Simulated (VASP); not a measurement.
Consider the following.

```
AlC62
1.0
    7.14656     0.00000     0.00000
    0.00000     7.14656     0.00000
    0.00000     0.00000     7.14656
C Al
62 1
Direct
  0.50000   0.00000   0.00000
  0.63153   0.13162   0.12435
  0.75153   0.25386   0.00198
  0.87811   0.36848   0.12218
  0.74381   0.00500   0.24822
  0.87752   0.12158   0.37286
  0.00000   0.00000   0.00000
  0.12500   0.12500   0.12500
  0.25000   0.25000   0.00000
  0.38024   0.36811   0.12846
  0.50438   0.49405   0.00219
  0.62513   0.62472   0.13139
  0.75000   0.75000   0.00000
  0.87500   0.87500   0.12500
  0.25000   0.00000   0.25000
  0.37154   0.12331   0.37646
  0.50382   0.24394   0.25261
  0.75068   0.49493   0.24438
  0.87143   0.62012   0.38097
  0.50252   0.99632   0.50097
  0.62579   0.11901   0.62976
  0.74867   0.24502   0.49567
  0.87487   0.37797   0.63180
  0.75000   0.00000   0.75000
  0.87500   0.12500   0.87500
  0.00000   0.50000   0.00000
  0.12500   0.62500   0.12500
  0.25000   0.75000   0.00000
  0.37500   0.87500   0.12500
  0.00000   0.25000   0.25000
  0.12500   0.37500   0.37500
  0.24423   0.50654   0.24571
  0.36914   0.62177   0.37710
  0.50066   0.75276   0.25649
  0.62500   0.87500   0.37500
  0.00000   0.00000   0.50000
  0.12500   0.12500   0.62500
  0.24552   0.24473   0.49614
  0.37191   0.36846   0.62156
  0.62657   0.63078   0.62558
  0.74823   0.74318   0.50462
  0.87500   0.87500   0.62500
  0.25000   0.00000   0.75000
  0.37500   0.12500   0.87500
  0.50294   0.25632   0.75348
  0.62500   0.37500   0.87500
  0.75171   0.50309   0.74358
  0.87500   0.62500   0.87500
  0.00000   0.75000   0.25000
  0.12500   0.87500   0.37500
  0.00000   0.50000   0.50000
  0.12500   0.62500   0.62500
  0.25000   0.75000   0.50000
  0.37500   0.87500   0.62500
  0.00000   0.25000   0.75000
  0.12500   0.37500   0.87500
  0.25000   0.50000   0.75000
  0.37500   0.62500   0.87500
  0.50000   0.75000   0.75000
  0.62500   0.87500   0.87500
  0.00000   0.75000   0.75000
  0.12500   0.87500   0.87500
  0.50237   0.50364   0.49616
```

Computed with PBE GGA, VASP's PBE PAW potentials (set 64) (plane waves; VASP 6.6.1). Run with PREC = Normal, LREAL = Auto, ISYM = 0, EDIFF = 1E-5, 400 eV cut-off, 1×1×1 Γ-centred mesh, Gaussian smearing of 0.050 eV, potentials C Al. Starting moments (MAGMOM): 63*0.0159. The cell's moment is fixed (NUPDOWN = 1).

At this cut-off the stress carries a Pulay error, which pulls relaxed volumes low. The supercell is sampled at Γ alone, which is coarse: total energies, pressure and levels can be off, energies of defects by several tenths of an eV.

Q: The ions are relaxed. Predict the relaxed structure.

A: 
```
AlC62
1.0
    7.14656     0.00000     0.00000
    0.00000     7.14656     0.00000
    0.00000     0.00000     7.14656
C Al
62 1
Direct
  0.49808   0.99910   0.99987
  0.62131   0.12921   0.12994
  0.74720   0.25247   0.00351
  0.87066   0.37919   0.12982
  0.74729   0.00270   0.25316
  0.87072   0.12902   0.37980
  0.99847   0.00089   0.00163
  0.12164   0.12679   0.12745
  0.24636   0.24881   0.99947
  0.37113   0.37520   0.12452
  0.49940   0.50037   0.00017
  0.62526   0.62972   0.12353
  0.75009   0.75309   0.99919
  0.87331   0.87816   0.12729
  0.24629   0.99875   0.24955
  0.37104   0.12370   0.37586
  0.48440   0.24217   0.24321
  0.75464   0.51466   0.24427
  0.87639   0.62924   0.37564
  0.49936   0.99934   0.50106
  0.62521   0.12287   0.63034
  0.75478   0.24312   0.51536
  0.87624   0.37502   0.62972
  0.75015   0.99848   0.75385
  0.87322   0.12668   0.87886
  0.99961   0.50046   0.00016
  0.12271   0.62681   0.12407
  0.24990   0.74929   0.99852
  0.37302   0.87748   0.12353
  0.99633   0.25262   0.25334
  0.12333   0.37588   0.37664
  0.24684   0.50093   0.24768
  0.36843   0.63291   0.36201
  0.49793   0.75326   0.24710
  0.62380   0.87687   0.37642
  0.99970   0.99932   0.50138
  0.12265   0.12334   0.62747
  0.24665   0.24679   0.50183
  0.36852   0.36134   0.63321
  0.63883   0.63379   0.63421
  0.75220   0.75245   0.50159
  0.87689   0.87726   0.62791
  0.24990   0.99780   0.75008
  0.37306   0.12292   0.87816
  0.49790   0.24632   0.75395
  0.62372   0.37569   0.87746
  0.75207   0.50073   0.75300
  0.87677   0.62717   0.87792
  0.00057   0.75268   0.25004
  0.12348   0.87673   0.37616
  0.99965   0.50020   0.50090
  0.12681   0.62335   0.62410
  0.25250   0.74692   0.49759
  0.37605   0.87323   0.62421
  0.00052   0.24924   0.75339
  0.12352   0.37560   0.87736
  0.25245   0.49676   0.74765
  0.37605   0.62342   0.87395
  0.50198   0.74673   0.74747
  0.62508   0.87689   0.87750
  0.00157   0.74923   0.75001
  0.12479   0.87503   0.87575
  0.56144   0.43819   0.43887
``` The cell ends with 1.00 μB, on the first 30 sites 0.01 0.00 0.00 0.00 0.00 0.00 0.00 0.00 0.00 0.00 0.00 0.01 0.01 0.00 0.00 0.00 0.02 0.10 0.00 0.00 0.01 0.09 0.00 0.01 0.00 0.01 0.01 0.00 0.01 0.01 μB.

Q: How much energy does the relaxation gain?

A: The energy (σ→0) changes by -136.4 meV/atom, in 18 ionic steps.

| step | E(σ→0) (eV) | max force (eV/Å) | pressure (GPa) | volume (Å³) |
|---|---|---|---|---|
| 1 | -548.3212 | 17.096 | 9.25 | 365.00 |
| 2 | -541.1751 | 11.931 | 11.87 | 365.00 |
| 3 | -554.4650 | 4.933 | 4.66 | 365.00 |
| 4 | -554.5078 | 4.436 | 4.68 | 365.00 |
| 5 | -554.5161 | 4.638 | 4.71 | 365.00 |
| 6 | -555.4995 | 2.585 | 4.42 | 365.00 |
| 7 | -555.7358 | 2.775 | 4.23 | 365.00 |
| 8 | -556.5032 | 1.580 | 3.55 | 365.00 |
| 9 | -556.5053 | 1.493 | 3.54 | 365.00 |
| 10 | -556.8132 | 0.643 | 3.20 | 365.00 |
| 11 | -556.8333 | 0.481 | 3.20 | 365.00 |
| 12 | -556.8878 | 0.630 | 3.16 | 365.00 |
| 13 | -556.8992 | 0.304 | 3.16 | 365.00 |
| 14 | -556.9117 | 0.151 | 3.14 | 365.00 |
| 15 | -556.9125 | 0.123 | 3.14 | 365.00 |
| 16 | -556.9154 | 0.072 | 3.15 | 365.00 |
| 17 | -556.9156 | 0.060 | 3.15 | 365.00 |
| 18 | -556.9160 | 0.027 | 3.14 | 365.00 |

The cell is a supercell with a defect, built from C (diamond): Al_C-vac_C.
